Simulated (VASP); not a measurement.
Write the native input for VASP 6.6.1 that does the following.

| Property | Result |
| --- | --- |
| Task | single point |
| Functional | r2SCAN |
| Potentials or basis | VASP PAW PBE potentials, release 64 (Tl_d, Mg, Ba_sv) |
| Cutoff | 520 eV |
| k mesh | 4 × 4 × 3 |
| Occupations | fermi-dirac, width 0.0816 eV |
| Spin | no spin polarisation |
| Dipole correction | no |
| Further INCAR settings | ALGO = Normal; EDIFF = 1e-07; NBANDS = 28 |

Crystal: BaMg2Tl2.

```
Tl Mg Ba
1.0
     2.35062    4.07139    0.00000
    -2.35062    4.07139    0.00000
     0.00000    0.00000    8.81316
Tl Mg Ba
2 2 1
Cartesian
  0.0000 2.7143 2.3205
  0.0000 5.4285 6.4927
  0.0000 2.7143 5.3722
  0.0000 5.4285 3.4410
  0.0000 0.0000 0.0000
```

The cell was built by a generator and needn't be a form met in nature.

These files were run (other wordings do the same):

POSCAR

```
BaMg2Tl2
1.0
    2.3506154553      4.0713853977      0.0000000000
   -2.3506154553      4.0713853977      0.0000000000
    0.0000000000      0.0000000000      8.8131643895
Tl Mg Ba
2 2 1
Direct
    0.3333333333      0.3333333333      0.2633004454
    0.6666666667      0.6666666667      0.7366995546
    0.3333333333      0.3333333333      0.6095597520
    0.6666666667      0.6666666667      0.3904402480
    0.0000000000      0.0000000000      0.0000000000
```

INCAR.step1

```
SYSTEM = BaMg2Tl2
PREC = Accurate
ENCUT = 520
ISMEAR = -1
SIGMA = 0.0816
LREAL = .False.
LASPH = .True.
NELM = 60
NBANDS = 28
GGA = PE
ALGO = Normal
EDIFF = 1E-4
LWAVE = .True.
LCHARG = .False.
```

INCAR.step2

```
SYSTEM = BaMg2Tl2
PREC = Accurate
ENCUT = 520
EDIFF = 1E-7
ISMEAR = -1
SIGMA = 0.0816
LREAL = .False.
LASPH = .True.
NELM = 60
ALGO = Normal
ISIF = 2
LWAVE = .False.
LCHARG = .False.
METAGGA = R2SCAN
LMIXTAU = .True.
NBANDS = 28
ISTART = 1
```

KPOINTS

```
Automatic mesh
0
Gamma
  4 4 3
  0 0 0
```

Potentials or basis: VASP PAW PBE potentials, release 64 (Tl_d, Mg, Ba_sv).

Command:

```bash
$ cat potpaw_PBE.64/Tl_d/POTCAR potpaw_PBE.64/Mg/POTCAR potpaw_PBE.64/Ba_sv/POTCAR > POTCAR
$ cp INCAR.step1 INCAR
$ mpirun -np 1 vasp_std > vasp.out
$ cp INCAR.step2 INCAR
$ mpirun -np 1 vasp_std > vasp.out
```

Results of the run:

```yaml
Pressure: 0.0 GPa
Largest_force: 0.044 eV/Å
Band_gap_on_the_k_mesh: none (metal or under the smearing width)
```

Caveat: the k mesh is coarse (spacing up to 0.39 Å⁻¹), so the values aren't converged; the PAW data sets were made with another functional, which shifts forces and pressure a little.

It took 120 s on 1 thread of Intel(R) Xeon(R) Platinum 8488C (Sapphire Rapids) (shared host), peak memory 0.34 GiB.
